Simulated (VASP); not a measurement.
CO, in a box:

```xyz
2
Lattice="12.0000 0.0000 0.0000 0.0000 12.5000 0.0000 0.0000 0.0000 14.0000" Properties=species:S:1:pos:R:3 pbc="T T T"
C     6.0000    6.2000    6.0024
O     6.0000    6.2000    7.1376
```

Base run:

| Item | Value |
| --- | --- |
| Program | VASP 6.6.1 |
| Functional | PBE |
| Potentials or basis | VASP PAW PBE potentials, release 64 (C, O) |
| Cutoff | 520 eV |
| k mesh | 1 × 1 × 1 |
| Occupations | gaussian, width 0.01 eV |
| Spin | no spin polarisation |

Its results: gap between the frontier levels 6.97 eV; largest force 0.939 eV/Å.

Q: The run is repeated on the same cell with these changes: functional from PBE to r2SCAN; further incar settings from ALGO = Fast; EDIFF = 1e-06; NBANDS = 12 to ALGO = Normal; EDIFF = 1e-07; NBANDS = 12. What comes out?

A: Gap between the frontier levels 7.76 eV; largest force 0.060 eV/Å.

Caveats: the standard files for N, O and F lose accuracy on very short bonds; the PAW data sets were made with another functional, which shifts forces and pressure a little (some runs).

